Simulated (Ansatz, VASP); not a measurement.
# Cross-check of SnSe between VASP and Ansatz

One calculation is typed for both programs; each brings its own data sets. How far apart do they land? The structure shown is the end of the Ansatz relaxation below.

Program: Ansatz 0.2.0. Level of theory: plane waves, with VASP 6.6.1 beside it; single point at PBE with D3(BJ). Results are calculated unless marked as measured.

### Step 1. Set-up

Symmetry: Pnma, No. 62, orthorhombic system. The conventional cell has a = 11.531 Å, b = 4.192 Å, c = 4.328 Å, α = 90.00°, β = 90.00°, γ = 90.00°. Nearest to Sn lie 5 Se at 2.76 to 3.23 Å. Nearest to Se lie 5 Sn at 2.76 to 3.23 Å. Farther neighbours and most contacts between anions are not listed.

### Step 2. Ansatz: relaxation, PBE with D3(BJ)

Ansatz runs on its PAW soft_1 files.

This run makes the geometry at which the two programs are then compared.

Contents of input.yaml:

```yaml
crystal:
  lattice:
    - [11.5406226075, 0.0, 0.0]
    - [0.0, 4.1836781125, 0.0]
    - [0.0, 0.0, 4.32774639]
  atoms:
    - { symbol: Sn, position: [0.118593, 0.25, 0.0925598] }
    - { symbol: Sn, position: [0.381407, 0.75, 0.5925598] }
    - { symbol: Sn, position: [0.618593, 0.25, 0.4074402] }
    - { symbol: Sn, position: [0.881407, 0.75, 0.9074402] }
    - { symbol: Se, position: [0.8572655, 0.25, 0.4773824] }
    - { symbol: Se, position: [0.6427345, 0.75, 0.9773824] }
    - { symbol: Se, position: [0.3572655, 0.25, 0.0226176] }
    - { symbol: Se, position: [0.1427345, 0.75, 0.5226176] }
kpoints:
  mp_grid: { grid: [3, 7, 6] }
scf:
  occupations: { method: fermi_dirac, width: 0.02 }
hamiltonian:
  xc: pbe
  pseudopotentials: { kind: paw, azcp: { folder: soft_1 } }
  dispersion: d3bj
basis:
  ecutwfc: 600
output:
  forces: true
  stress: true
relax:
  f_tol: 0.005
  max_steps: 70
  cell: { stress_tol: 0.02, p_target: 0, fix: [c, alpha, beta, gamma] }
```

The run is started by

```sh
$ ansatz run input.yaml --threads 4 --pin off --max-ram 10240MiB --backend cpu --events-out ev --progress --plain --runs-dir out
```

Numbers of over 12 decimals in the logs are rounded to 6 here.

Output:

```text
Engine: ansatz 0.2.0, aarch64-unknown-linux-gnu
Pseudopotentials: kind: paw
Pseudopotential: Sn, paw, valence charge 14, recommended cutoff 420 eV (normal), soft_1/Sn.paw.azcp
Pseudopotential: Se, paw, valence charge 16, recommended cutoff 420 eV (normal), soft_1/Se.paw.azcp
Functional definition: PBE
  parameter kappa = 0.804
  parameter beta = 0.066725
  exchange = pbe_x(kappa = kappa, mu = beta*pi^2/3)
  correlation = pbe_c(beta = beta)
Crystal: 8 atoms, lattice volume = 208.953 Å³
Basis set: ecut = 600 eV, 6959 PW (Γ), exchange–correlation on 192×72×72 points (8 copies of the dense FFT grid, shifted against one another)
Bands: 72, of which v1, the nominal top of the filled ones, is band 60 counted from 1 (59 counted from 0)
Symmetry: 8 space group operations
Space group: Pnma (ITA 62), of the structure as read, at distance tolerance 5.9e-5 Å
k-points: 32 of 126
Non-local potential: Sn, projectors of the file, l = 0: 2, l = 1: 2, l = 2: 2, l = 3: 1
Non-local potential: Se, projectors of the file, l = 0: 2, l = 1: 2, l = 2: 3, l = 3: 1
PAW form: soft (Blöchl's): semilocal exchange-correlation on the pseudo side does not see the compensation charge
PAW one-centre angular grid: Sn, 590 points (default); XC on 64 Gauss nodes
PAW one-centre angular grid: Se, 590 points (default); XC on 64 Gauss nodes
Initial density: superposition of atomic densities (chi_scale 0.1, normalization cell, long waves kept (reshape's long-wave potential 0.02 eV rms))
Initial wavefunctions: pseudopotential atomic-orbital guess
Functional: x = pbe(κ = 0.804, μ = 0.219515), c = pbe(β = 0.066725)
SCF iter   1: F=—  HF=-45980.581900 eV  |F-HF|=—  |Δ(HF+E_count)|=         —  Δρ=2.93e-2  dr2=2.34e0  ethr=3.10e-3  ⟨swp⟩=6.4  Hψ=8597  notcnv=0  defer=1
preconditioner: auto → Resta (q_TF=auto, 2.487 Å⁻¹)  ε∞=2.8  [insulator: Δε(μ)=0.240 eV  Ē_g=17.188 eV  σ=0.020 eV  W_gap=0.99  n_scr=56 (ndim 8)  ℏωp=23.0 eV  f_vac=0.000  D(μ)=0.01/eV (n_scr^D=0)  ε∞_Penn≈2.8]
SCF iter   2: F=—  HF=-45979.981283 eV  |F-HF|=—  |Δ(HF+E_count)|=   6.01e-1  Δρ=1.38e-2  dr2=4.22e-1  ethr=1.95e-3  ⟨swp⟩=3.9  Hψ=4235  notcnv=0  defer=174
SCF iter   3: F=—  HF=-45979.865937 eV  |F-HF|=—  |Δ(HF+E_count)|=   1.15e-1  Δρ=3.11e-3  dr2=1.71e-2  ethr=3.52e-4  ⟨swp⟩=3.8  Hψ=4346  notcnv=0  defer=174
SCF iter   4: F=—  HF=-45979.867062 eV  |F-HF|=—  |Δ(HF+E_count)|=   1.13e-3  Δρ=7.61e-4  dr2=2.03e-3  ethr=1.43e-5  ⟨swp⟩=2.0  Hψ=4260  notcnv=0  defer=174
SCF iter   5: F=—  HF=-45979.867309 eV  |F-HF|=—  |Δ(HF+E_count)|=   2.47e-4  Δρ=2.60e-4  dr2=1.79e-4  ethr=1.70e-6  ⟨swp⟩=2.0  Hψ=4050  notcnv=0  defer=174
SCF iter   6: F=—  HF=-45979.867360 eV  |F-HF|=—  |Δ(HF+E_count)|=   5.07e-5  Δρ=6.48e-5  dr2=8.55e-6  ethr=1.49e-7  ⟨swp⟩=2.0  Hψ=4050  notcnv=0  defer=174
SCF iter   7: F=—  HF=-45979.867422 eV  |F-HF|=—  |Δ(HF+E_count)|=   6.24e-5  Δρ=1.55e-5  dr2=5.09e-7  ethr=7.12e-9  ⟨swp⟩=3.0  Hψ=3584  notcnv=0  defer=174
SCF iter   8: F=-45979.867423 eV  HF=-45979.867423 eV  |F-HF|=2.64e-8  |Δ(HF+E_count)|=   8.31e-7  Δρ=3.39e-6  dr2=2.81e-8  ethr=8.33e-11  ⟨swp⟩=5.1  Hψ=8691  notcnv=0
SCF 1 converged in 8 iterations: F = -45979.867423 eV  dr2 = 2.81e-8
  greatest PAW one-centre occupation: 1.000 electrons in one spin orbital (limit 2), on the Se atom at site 6 (counted from 0), in its partial waves of l = 2
relax step   1: F+E_penalty+E_count = -45979.86742284 eV  Δ(F+E_penalty+E_count) = +0.000e0 eV  max|allowed force component| = 4.595e-2 eV/Å  Δτ_max = 0.0000 Å  P = +0.278 GPa  Ω = 208.953 Å³  fix = [c, alpha, beta, gamma]  reactions: c +0.675 GPa  (8 SCF iters, dr2 threshold 1.00e-7 eV, accepted)
[...]
relax step   3: F+E_penalty+E_count = -45979.86962971 eV  Δ(F+E_penalty+E_count) = -5.696e-4 eV  max|allowed force component| = 1.134e-2 eV/Å  Δτ_max = 0.0108 Å  P = +0.095 GPa  Ω = 209.159 Å³  energy of the carried Pulay correction = -2.231e-6 eV  fix = [c, alpha, beta, gamma]  reactions: c +0.322 GPa  (6 SCF iters, dr2 threshold 2.91e-8 eV, accepted)
[...]
relax step   4: F+E_penalty+E_count = -45979.86988178 eV  Δ(F+E_penalty+E_count) = -2.521e-4 eV  max|allowed force component| = 4.513e-3 eV/Å  Δτ_max = 0.0113 Å  P = +0.105 GPa  Ω = 209.222 Å³  energy of the carried Pulay correction = -2.920e-6 eV  fix = [c, alpha, beta, gamma]  reactions: c +0.287 GPa  (6 SCF iters, dr2 threshold 8.04e-9 eV, accepted)
[...]
relax step   5: F+E_penalty+E_count = -45979.86988463 eV  Δ(F+E_penalty+E_count) = -2.855e-6 eV  max|allowed force component| = 4.519e-3 eV/Å  Δτ_max = 0.0000 Å  P = +0.105 GPa  Ω = 209.222 Å³  fix = [c, alpha, beta, gamma]  reactions: c +0.287 GPa  stress off target by 1.81e-2 GPa on what of the cell is left free  SCF on the basis re-selected at this cell (its energy is not comparable with the rows above)  (9 SCF iters)
basis re-selected at this cell: Δ(F+E_penalty+E_count) = -2.855e-6 eV, ΔP = -0.000 GPa vs the last step (what re-selecting the basis moved, of the pressure what is left beyond the Pulay correction that the steps carried, after the strain that the cell walked since its last selection, with what the two solves' SCF thresholds leave and, on support functions, any second-order correction that the steps lacked; it is no m [...]
SCF converged after 9 iterations
Free energy (F): -45979.869885 eV
Harris-Foulkes:  -45979.869885 eV  (|F-HF|=1.46e-11)
Internal energy: -45979.869885 eV  (E = F + TS)
E sigma→0 (E₀):  -45979.869885 eV
Entropy (-TS):   -0.000000 eV (-0.000 meV/atom)
Fermi energy:    9.427274 eV
--- Per-component energies (eV) ---
  E_band       = -1865.863111
  E_kinetic    = 1109.390659
  E_local      = -14599.632382  (includes V_loc(G=0)·N_el)
  E_nonlocal   = -836.223055
  E_hartree    = 7591.928549
  E_xc         = -844.560791
  E_vxc        = -682.700475  (∫ρ·V_xc dr)
  E_paw        = -25993.830381  (= ΣΔE_a)
  E_vpaw       = -2040.555117  (= ΣTr[D̂ρ^β])
  E_aug_tail   = 0.000160  (compensation charges beyond the density's cutoff)
  E_ewald      = -12403.983758
  E_disp       = -2.958885  (pairwise vdW)
  E_smearing   = -0.000000  (= −TS)
  E_closure    = 0.000000  (closes the sum)
  Σ components = -45979.869885   (vs F -45979.869885, Δ=0.00e0)
--- Forces (eV/Å), atoms counted from 1 ---
  atom   1  Sn    -0.00451902    -0.00000000    -0.00305390
  atom   2  Sn     0.00451902    -0.00000000    -0.00305390
  atom   3  Sn    -0.00451902     0.00000000     0.00305390
  atom   4  Sn     0.00451902     0.00000000     0.00305390
  atom   5  Se     0.00300006    -0.00000000    -0.00189133
  atom   6  Se    -0.00300006    -0.00000000    -0.00189133
  atom   7  Se     0.00300006     0.00000000     0.00189133
  atom   8  Se    -0.00300006     0.00000000     0.00189133
  max |Σ_I F_I| component: 6.51e-19 eV/Å
--- Stress (GPa, compression-positive) ---
        0.018136       0.000000      -0.000000
        0.000000       0.009728      -0.000000
       -0.000000      -0.000000       0.287283
  P = ⅓ Tr σ = 0.1050 GPa (1.050 kbar)
--- Relaxed structure (4 steps of the walk, 4 accepted, 1 SCFs on fresh bases) ---
  F+E_penalty+E_count = -45979.86988463 eV   max|allowed force component| = 4.519e-3 eV/Å   (the final SCF, on the basis selected at the relaxed cell)
  cell:  # Å, volume = 209.2221 Å³
    - [11.531171, 0, 0]
    - [0, 4.192494, 0]
    - [0, 0, 4.32774639]
  atoms:
    - { symbol: Sn, position: [0.119311, 0.25, 0.086961] }
    - { symbol: Sn, position: [0.380689, 0.750000, 0.586961] }
    - { symbol: Sn, position: [0.619311, 0.25, 0.413039] }
    - { symbol: Sn, position: [0.880689, 0.750000, 0.913039] }
    - { symbol: Se, position: [0.857504, 0.25, 0.477775] }
    - { symbol: Se, position: [0.642496, 0.750000, 0.977775] }
    - { symbol: Se, position: [0.357504, 0.25, 0.022225] }
    - { symbol: Se, position: [0.142496, 0.750000, 0.522225] }
```

Reading the cycles: dr2 is the Hartree energy of the density residual (eV), the measure of convergence; HF is the Harris–Foulkes estimate of the energy, which meets the free energy F at convergence.

### Step 3. VASP: single point, PBE with D3(BJ), pair 1

The same cell, functional, mesh and smearing now go to VASP, with its own data sets.

Lines of VASP's logs that name or quote its potential files are left out, and so is its time.

Contents of INCAR:

```
SYSTEM = SnSe
PREC = Accurate
ENCUT = 500
EDIFF = 1E-06
NELM = 120
ISMEAR = -1
SIGMA = 0.02
LREAL = .FALSE.
ALGO = Normal
GGA = PE
IVDW = 12
NBANDS = 49
LORBIT = 11
LWAVE = .FALSE.
LCHARG = .FALSE.
ISIF = 2
LASPH = .TRUE.
GGA_COMPAT = .FALSE.
EFERMI = MIDGAP
KPAR = 2
```

Contents of POSCAR:

```
SnSe
1.0
   11.5311705653      0.0000000000      0.0000000000
    0.0000000000      4.1924935597      0.0000000000
    0.0000000000      0.0000000000      4.3277463900
Sn Se
4 4
Direct
    0.1193108291      0.2500000000      0.0869608524
    0.3806891709      0.7500000000      0.5869608524
    0.6193108291      0.2500000000      0.4130391476
    0.8806891709      0.7500000000      0.9130391476
    0.8575042524      0.2500000000      0.4777749542
    0.6424957476      0.7500000000      0.9777749542
    0.3575042524      0.2500000000      0.0222250458
    0.1424957476      0.7500000000      0.5222250458
```

Contents of KPOINTS:

```
Automatic mesh
0
Gamma
3 7 6
0 0 0
```

The projector-augmented-wave data sets are Sn_d and Se (PBE family, release 64).

The run is started by

```sh
$ mpirun -np 2 vasp_std
```

Output:

```text
[banner, memory and clock lines left out]
running    2 mpi-ranks, on    1 nodes
 distrk:  each k-point on    1 cores,    2 groups
 distr:  one band on    1 cores,    1 groups

 POSCAR found type information on POSCAR SnSe
 POSCAR found :  2 types and       8 ions
 LDA part: xc-table for (Slater+PW92), standard interpolation
 POSCAR, INCAR and KPOINTS ok, starting setup
 FFT: planning ... GRIDC
 FFT: planning ... GRID_SOFT
 FFT: planning ... GRID
 WAVECAR not read
 entering main loop
       N       E                     dE             d eps       ncg     rms          rms(c)
DAV:   1     0.864597963795E+03    0.86460E+03   -0.36269E+04  3328   0.207E+03
DAV:   2     0.115739024704E+03   -0.74886E+03   -0.72729E+03  3144   0.595E+02
DAV:   3    -0.237171644746E+02   -0.13946E+03   -0.13274E+03  3773   0.204E+02
DAV:   4    -0.331738648931E+02   -0.94567E+01   -0.92955E+01  3715   0.536E+01
DAV:   5    -0.334951372833E+02   -0.32127E+00   -0.32034E+00  3698   0.105E+01    0.647E+00
DAV:   6    -0.327785036137E+02    0.71663E+00   -0.13316E+00  4300   0.572E+00    0.403E+00
DAV:   7    -0.327740896697E+02    0.44139E-02   -0.58922E-01  4100   0.270E+00    0.150E+00
DAV:   8    -0.327705994398E+02    0.34902E-02   -0.66474E-02  4072   0.161E+00    0.333E-01
DAV:   9    -0.327706794965E+02   -0.80057E-04   -0.83552E-03  4005   0.597E-01    0.104E-01
DAV:  10    -0.327707660432E+02   -0.86547E-04   -0.84245E-04  3870   0.148E-01    0.584E-02
DAV:  11    -0.327708270076E+02   -0.60964E-04   -0.27981E-04  4165   0.950E-02    0.204E-02
DAV:  12    -0.327708135765E+02    0.13431E-04   -0.36729E-05  3960   0.329E-02    0.820E-03
DAV:  13    -0.327708137387E+02   -0.16213E-06   -0.59144E-06  3020   0.872E-03
   1 F= -.35728909E+02 E0= -.35728909E+02  d E =-.565808E-07
```

OUTCAR, selected parts (step 3):

```text
ion  position               nearest neighbor table
   1  0.119  0.250  0.087-   7 2.76   8 2.83   8 2.83   8 3.23   8 3.23   4 3.54   4 3.54
   2  0.381  0.750  0.587-   8 2.76   7 2.83   7 2.83   7 3.23   7 3.23   3 3.54   3 3.54
   3  0.619  0.250  0.413-   5 2.76   6 2.83   6 2.83   6 3.23   6 3.23   2 3.54   2 3.54
   4  0.881  0.750  0.913-   6 2.76   5 2.83   5 2.83   5 3.23   5 3.23   1 3.54   1 3.54
   5  0.858  0.250  0.478-   3 2.76   4 2.83   4 2.83   4 3.23   4 3.23
   6  0.642  0.750  0.978-   4 2.76   3 2.83   3 2.83   3 3.23   3 3.23
   7  0.358  0.250  0.022-   1 2.76   2 2.83   2 2.83   2 3.23   2 3.23
   8  0.142  0.750  0.522-   2 2.76   1 2.83   1 2.83   1 3.23   1 3.23

  LATTYP: Found a simple orthorhombic cell.
 ALAT       =     4.1924935597
 B/A-ratio  =     1.0322607127
 C/A-ratio  =     2.7504325054

 Subroutine GETGRP returns: Found  8 space group operations
 (whereof  2 operations were pure point group operations)

The static configuration has the point symmetry S_2 .
 The point group associated with its full space group is D_2h.

 Found     32 irreducible k-points:

   k-points           NKPTS =     32   k-points in BZ     NKDIM =     32   number of bands    NBANDS=     49

   dimension x,y,z NGX =    84 NGY =   32 NGZ =   32
   dimension x,y,z NGXF=   168 NGYF=   64 NGZF=   64

   ENCUT  =  500.0 eV  36.75 Ry    6.06 a.u.  21.02  7.64  7.89*2*pi/ulx,y,z

   NELECT =      80.0000    total number of electrons

 k-points in reciprocal lattice and weights: Automatic mesh
   0.00000000  0.00000000  0.00000000       0.008
   0.33333333  0.00000000  0.00000000       0.016
   0.00000000  0.14285714  0.00000000       0.016
   0.33333333  0.14285714  0.00000000       0.032
   0.00000000  0.28571429  0.00000000       0.016
   0.33333333  0.28571429  0.00000000       0.032
   0.00000000  0.42857143  0.00000000       0.016
   0.33333333  0.42857143  0.00000000       0.032
   0.00000000  0.00000000  0.16666667       0.016
[...]
0.00000000  0.42857143  0.50000000       0.016
   0.33333333  0.42857143  0.50000000       0.032

 average (electrostatic) potential at core
       1-101.2961       2-101.2961       3-101.2961       4-101.2961       5 -52.4438
       6 -52.4438       7 -52.4438       8 -52.4438

 E-fermi :   5.9526

 k-point     1 :       0.0000    0.0000    0.0000
  band No.  band energies     occupation
    ...
     36       3.8437      2.00000
     37       3.9909      2.00000
     38       4.2828      2.00000
     39       5.0036      2.00000
     40       5.0741      2.00000
     41       6.1933      0.00001
     42       8.7657      0.00000
     43       8.8850      0.00000
     44       8.8868      0.00000
     45       9.1320      0.00000
    ...

 k-point     2 :       0.3333    0.0000    0.0000
  band No.  band energies     occupation
    ...
     36       3.5628      2.00000
     37       3.6830      2.00000
     38       3.8518      2.00000
     39       5.0731      2.00000
     40       5.0964      2.00000
     41       7.4071      0.00000
     42       8.4750      0.00000
     43       8.5620      0.00000
     44       8.9260      0.00000
     45       9.3706      0.00000
    ...

 k-point     3 :       0.0000    0.1429    0.0000
  band No.  band energies     occupation
    ...
     36       3.9189      2.00000
     37       4.0990      2.00000
     38       4.6863      2.00000
     39       4.9582      2.00000
     40       5.0158      2.00000
     41       6.3609      0.00000
     42       7.9103      0.00000
     43       8.7171      0.00000
     44       8.9743      0.00000
     45       9.0222      0.00000
    ...

 Edisp (eV)   -2.95810

  Total       0.08738     0.05969     0.41635     0.00000     0.00000     0.00000
  in kB       0.66917     0.45708     3.18831     0.00000     0.00000     0.00000
  external pressure =        1.44 kB  Pullay stress =        0.00 kB

  energy-cutoff  :      500.00
  volume of cell :      209.22
      direct lattice vectors                 reciprocal lattice vectors
    11.531170565  0.000000000  0.000000000     0.086721465  0.000000000  0.000000000
     0.000000000  4.192493560  0.000000000     0.000000000  0.238521535  0.000000000
     0.000000000  0.000000000  4.327746390     0.000000000  0.000000000  0.231067144

 POSITION                                       TOTAL-FORCE (eV/Angst)
 -----------------------------------------------------------------------------------
      1.37579      1.04812      0.37634        -0.018291      0.000000     -0.012425
      4.38979      3.14437      2.54022         0.018291     -0.000000     -0.012425
      7.14138      1.04812      1.78753        -0.018291      0.000000      0.012425
     10.15538      3.14437      3.95140         0.018291     -0.000000      0.012425
      9.88803      1.04812      2.06769         0.012732      0.000000     -0.011393
      7.40873      3.14437      4.23156        -0.012732      0.000000     -0.011393
      4.12244      1.04812      0.09618         0.012732      0.000000      0.011393
      1.64314      3.14437      2.26006        -0.012732      0.000000      0.011393
 -----------------------------------------------------------------------------------
    total drift:                                0.000000      0.000000     -0.000000

  FREE ENERGIE OF THE ION-ELECTRON SYSTEM (eV)
  ---------------------------------------------------
  free  energy   TOTEN  =       -35.7289089761 eV

  energy  without entropy=      -35.7289089195  energy(sigma->0) =      -35.72890895

 total charge
# of ion       s       p       d       tot
------------------------------------------
    1        1.351   0.740   9.997  12.087
    2        1.351   0.740   9.997  12.087
    3        1.351   0.740   9.997  12.087
    4        1.351   0.740   9.997  12.087
    5        1.474   2.324   0.026   3.823
    6        1.474   2.324   0.026   3.823
    7        1.474   2.324   0.026   3.823
    8        1.474   2.324   0.026   3.823
--------------------------------------------------
tot         11.298  12.254  40.090  63.642

[... 3 further parts left out ...]
```

The run ends at a pressure of 0.14 GPa, with forces up to 0.022 eV/Å.

### Step 4. Comparison

Known differences besides the potentials themselves: the data sets hold 120 valence electrons in Ansatz (on its PAW soft_1 files) and 80 in VASP; the cutoff is 600 eV in Ansatz and 500 eV in VASP; Ansatz's pressure holds a Pulay correction, VASP's none. Total energies have different zeros and are not compared.

Compared:

```
              quantity  Ansatz   VASP  difference
        pressure (GPa)    0.11   0.14       -0.04
gap on the k mesh (eV)   0.503  0.493      +0.010
```

At this near-relaxed geometry the largest component of a force difference is 14 meV/Å. A gap on the mesh is an upper bound, since the band edges may lie between its points.

### Step 5. Ansatz: relaxation, PBE with D3(BJ)

This run makes the geometry at which the two programs are then compared. The cell compared in this pair holds 208.37 Å³, against 209.22 Å³ for the pair before.

The structure compared here is the end of the Ansatz relaxation.

input.yaml: that of step 2 with these lines changed.

```diff
@@ -2,5 +2,5 @@
   lattice:
-    - [11.5406226075, 0.0, 0.0]
-    - [0.0, 4.1836781125, 0.0]
-    - [0.0, 0.0, 4.32774639]
+    - [11.569402215, 0.0, 0.0]
+    - [0.0, 4.194111225, 0.0]
+    - [0.0, 0.0, 4.28403178]
   atoms:
```

The run is started by

```sh
$ ansatz run input.yaml --threads 4 --pin off --max-ram 10240MiB --backend cpu --events-out ev --progress --plain --runs-dir out
```

Output:

```text
[...]
Crystal: 8 atoms, lattice volume = 207.876 Å³
Basis set: ecut = 600 eV, 6919 PW (Γ), exchange–correlation on 192×72×72 points (8 copies of the dense FFT grid, shifted against one another)
Bands: 72, of which v1, the nominal top of the filled ones, is band 60 counted from 1 (59 counted from 0)
Symmetry: 8 space group operations
[...]
k-points: 32 of 126
[...]
atoms:
    - { symbol: Sn, position: [0.119869, 0.25, 0.079424] }
    - { symbol: Sn, position: [0.380131, 0.750000, 0.579424] }
    - { symbol: Sn, position: [0.619869, 0.25, 0.420576] }
    - { symbol: Sn, position: [0.880131, 0.750000, 0.920576] }
    - { symbol: Se, position: [0.857699, 0.25, 0.479130] }
    - { symbol: Se, position: [0.642301, 0.750000, 0.979130] }
    - { symbol: Se, position: [0.357699, 0.25, 0.020870] }
    - { symbol: Se, position: [0.142301, 0.750000, 0.520870] }
[key lines of the parts left out:]
SCF converged after 9 iterations
Free energy (F): -45979.864495 eV
Fermi energy:    9.453366 eV
P = ⅓ Tr σ = 0.1865 GPa (1.865 kbar)
```

(Continued in part 2 of 2.)

[Lines on the potential files, build, host, timing and source positions are cut from VASP's logs without a mark.]

[Logs are printed without paths, hosts, clocks, repeated set-up lines and the standing remarks that a program may print on its own settings, such as how far it seeks lower states.]

[Hosts, paths, dates, database ids (printed as entryN), source tags and the programs' standing remarks are cut or masked in the printed files.]
